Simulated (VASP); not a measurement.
Level of theory: revTPSS meta-GGA, VASP's PBE PAW potentials (set 64) (plane waves; VASP).

VASP ran on this input.

KPOINTS:
```
Automatic mesh
0
Gamma
7 7 4
0 0 0
```

POSCAR:
```
ZnS
1
    1.9036791190    -3.2972689134     0.0000000000
    1.9036791190     3.2972689134     0.0000000000
    0.0000000000     0.0000000000     6.2347214289
Zn S
2 2
Direct
  0.6666670000   0.3333330000   0.5001702709
  0.3333330000   0.6666670000   0.0001702709
  0.6666670000   0.3333330000   0.8748297291
  0.3333330000   0.6666670000   0.3748297291
```

### INCAR
```
SYSTEM  =  ZnS
PREC  =  Accurate; ENCUT  =  520; LREAL  =  .False.
LASPH  =  .True.
EDIFF  =  1E-7; NELM  =  100; ALGO  =  Normal
LMAXMIX  =  4; LMIXTAU  =  .True.
ISMEAR  =  0; SIGMA  =  0.05
METAGGA  =  RTPSS
IBRION  =  2; NSW  =  30; ISIF  =  4
EDIFFG  =  -0.01
LWAVE  =  .False.; LCHARG  =  .False.
```

POTCAR, in this order: Zn S (PBE.64 set). Program: vasp_std.

Output

OSZICAR:
```
       N       E                     dE             d eps       ncg     rms          rms(c)
DAV:   1     0.236084454175E+03    0.23608E+03   -0.17472E+04  1056   0.198E+03
DAV:   2     0.115192453635E+02   -0.22457E+03   -0.21898E+03  1068   0.387E+02
DAV:   3    -0.100487711172E+02   -0.21568E+02   -0.21354E+02  1278   0.123E+02
DAV:   4    -0.105843630636E+02   -0.53559E+00   -0.53488E+00  1230   0.196E+01
DAV:   5    -0.105937120972E+02   -0.93490E-02   -0.93476E-02  1284   0.268E+00    0.130E+01
DAV:   6    -0.645730617052E+01    0.41364E+01   -0.12388E+01  1278   0.701E+01    0.637E+00
DAV:   7    -0.548312734412E+01    0.97418E+00   -0.20653E+00  1152   0.149E+01    0.349E+00
DAV:   8    -0.489148688080E+01    0.59164E+00   -0.12237E+00  1196   0.152E+01    0.210E+00
DAV:   9    -0.536317295030E+01   -0.47169E+00   -0.58297E-01  1224   0.124E+01    0.628E-01
DAV:  10    -0.560552124565E+01   -0.24235E+00   -0.24943E-01  1080   0.572E+00    0.715E-01
DAV:  11    -0.565393801183E+01   -0.48417E-01   -0.46170E-02  1170   0.254E+00    0.429E-01
DAV:  12    -0.565038955338E+01    0.35485E-02   -0.92930E-03  1134   0.102E+00    0.158E-01
DAV:  13    -0.565543361864E+01   -0.50441E-02   -0.55969E-03  1356   0.101E+00    0.233E-01
DAV:  14    -0.565652779730E+01   -0.10942E-02   -0.13008E-03  1134   0.345E-01    0.984E-02
DAV:  15    -0.565675832334E+01   -0.23053E-03   -0.12549E-04  1242   0.188E-01    0.910E-02
DAV:  16    -0.565667687152E+01    0.81452E-04   -0.28869E-04  1170   0.107E-01    0.321E-02
DAV:  17    -0.565668119122E+01   -0.43197E-05   -0.89625E-05  1244   0.129E-01    0.191E-02
DAV:  18    -0.565676597033E+01   -0.84779E-04   -0.51904E-05  1116   0.667E-02    0.106E-02
DAV:  19    -0.565678655825E+01   -0.20588E-04   -0.14824E-05  1176   0.282E-02    0.739E-03
DAV:  20    -0.565678732653E+01   -0.76828E-06   -0.11106E-06  1260   0.127E-02    0.491E-03
DAV:  21    -0.565678814976E+01   -0.82324E-06   -0.10520E-06  1140   0.119E-02    0.204E-03
DAV:  22    -0.565678912258E+01   -0.97282E-06   -0.29555E-07   954   0.494E-03    0.538E-04
DAV:  23    -0.565678938879E+01   -0.26621E-06   -0.47122E-08   672   0.184E-03    0.491E-04
DAV:  24    -0.565678927280E+01    0.11599E-06   -0.77313E-09   624   0.112E-03    0.173E-04
DAV:  25    -0.565678919393E+01    0.78875E-07   -0.17967E-09   582   0.386E-04
   1 F= -.56567892E+01 E0= -.56567892E+01  d E =-.565679E+01
```

### OUTCAR
```
------------------------ aborting loop because EDIFF is reached ----------------------------------------
  FORCE on cell =-STRESS in cart. coord.  units (eV):
  Direction    XX          YY          ZZ          XY          YZ          ZX
  --------------------------------------------------------------------------------------
  Total        0.0398736      0.0398736      0.0511536      0.0000000      0.0000000      0.0000000
  in kB        0.8162089      0.8162088      1.0471094      0.0000000      0.0000000      0.0000000
  external PRESSURE =       0.8931757 kB  Pullay stress =       0.0000000 kB
  volume of cell :       78.27
      direct lattice vectors                 reciprocal lattice vectors
     1.903679119 -3.297268913  0.000000000     0.262649306 -0.151640650  0.000000000
     1.903679119  3.297268913  0.000000000     0.262649306  0.151640650  0.000000000
     0.000000000  0.000000000  6.234721429     0.000000000  0.000000000  0.160392090
  FREE ENERGIE OF THE ION-ELECTRON SYSTEM (eV)
  ---------------------------------------------------
  free  energy   TOTEN  =        -5.6567891939 eV

  energy  without entropy=       -5.6567891939  energy(sigma->0) =       -5.65678919

 reached required accuracy - stopping structural energy minimisation
```
(Selected blocks of OUTCAR.)

The compound is ZnS in the wurtzite structure, the high-temperature form. It was relaxed first.
